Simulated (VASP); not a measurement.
These are PBE GGA, VASP's PBE PAW potentials (set 64) (plane waves; VASP 6.6.1) values and carry that method's errors.

VASP input:

### INCAR
```
ALGO = Normal
EDIFF = 1E-6
ENCUT = 400
GGA = PE
ISIF = 2
ISMEAR = 1
LASPH = .TRUE.
LCHARG = .FALSE.
LMAXMIX = 4
LREAL = .FALSE.
LWAVE = .FALSE.
NELM = 100
PREC = Accurate
SIGMA = 0.1
SYSTEM = Tc
```

KPOINTS:
```
Automatic mesh
0
G
  7 7 4
```

POSCAR:
```
Tc
1.0
  1.3974000000  -2.4203680000   0.0000000000
  1.3974000000   2.4203680000   0.0000000000
  0.0000000000   0.0000000000   4.4778000000
Tc
2
Cart
  1.3974000000   0.8067909469   1.1194500000
  1.3974000000  -0.8067909469   3.3583500000
```

POTCAR, in this order: Tc_pv (PBE.64 set). Program: vasp_std.

What VASP printed:

### OSZICAR
```
       N       E                     dE             d eps       ncg     rms          rms(c)
DAV:   1     0.278385753613E+03    0.27839E+03   -0.14839E+04   824   0.131E+03
DAV:   2    -0.152575730746E+02   -0.29364E+03   -0.29118E+03   899   0.412E+02
DAV:   3    -0.220980123478E+02   -0.68404E+01   -0.66238E+01   971   0.740E+01
DAV:   4    -0.221599710546E+02   -0.61959E-01   -0.61932E-01   945   0.680E+00
DAV:   5    -0.221604347260E+02   -0.46367E-03   -0.46366E-03   880   0.572E-01    0.214E+01
DAV:   6    -0.207805238629E+02    0.13799E+01   -0.35519E+00   873   0.183E+01    0.596E+00
DAV:   7    -0.206426634720E+02    0.13786E+00   -0.57863E-01   924   0.652E+00    0.766E-01
DAV:   8    -0.206345332368E+02    0.81302E-02   -0.10023E-02   831   0.110E+00    0.386E-01
DAV:   9    -0.206339468385E+02    0.58640E-03   -0.99949E-04   927   0.282E-01    0.263E-02
DAV:  10    -0.206339444520E+02    0.23864E-05   -0.40261E-05   854   0.528E-02    0.118E-02
DAV:  11    -0.206339432994E+02    0.11526E-05   -0.18350E-06   509   0.139E-02    0.181E-03
DAV:  12    -0.206339425296E+02    0.76986E-06   -0.15115E-07   408   0.369E-03
   1 F= -.20633943E+02 E0= -.20632083E+02  d E =-.557712E-02
```

### OUTCAR
```
------------------------ aborting loop because EDIFF is reached ----------------------------------------
  FORCE on cell =-STRESS in cart. coord.  units (eV):
  Direction    XX          YY          ZZ          XY          YZ          ZX
  --------------------------------------------------------------------------------------
  Total       -2.8607673     -2.8607678     -2.5105205      0.0000000      0.0000000      0.0000000
  in kB     -151.3199848   -151.3200100   -132.7937166      0.0000000      0.0000000      0.0000000
  external PRESSURE =    -145.1445705 kB  Pullay stress =       0.0000000 kB
  volume of cell :       30.29
      direct lattice vectors                 reciprocal lattice vectors
     1.397400000 -2.420368000  0.000000000     0.357807357 -0.206580156  0.000000000
     1.397400000  2.420368000  0.000000000     0.357807357  0.206580156  0.000000000
     0.000000000  0.000000000  4.477800000     0.000000000  0.000000000  0.223323954
 POSITION                                       TOTAL-FORCE (eV/Angst)
 -----------------------------------------------------------------------------------
      1.39740      0.80679      1.11945        -0.000000     -0.000000      0.000000
      1.39740     -0.80679      3.35835         0.000000      0.000000      0.000000
 -----------------------------------------------------------------------------------
    total drift:                               -0.000032      0.000643     -0.000041
  FREE ENERGIE OF THE ION-ELECTRON SYSTEM (eV)
  ---------------------------------------------------
  free  energy   TOTEN  =       -20.6339425296 eV

  energy  without entropy=      -20.6283654078  energy(sigma->0) =      -20.63208349
```
(Selected blocks of OUTCAR.)

The compound is Tc in the hcp structure. The cell was not relaxed at this level. The k-mesh is coarse (spacing up to 0.37 per Å, 2π included), so the numbers may not be converged in it. The run is one of a series of settings (KPOINTS 7×7×4 Γ-centred mesh against the base run), some of them coarse on purpose.
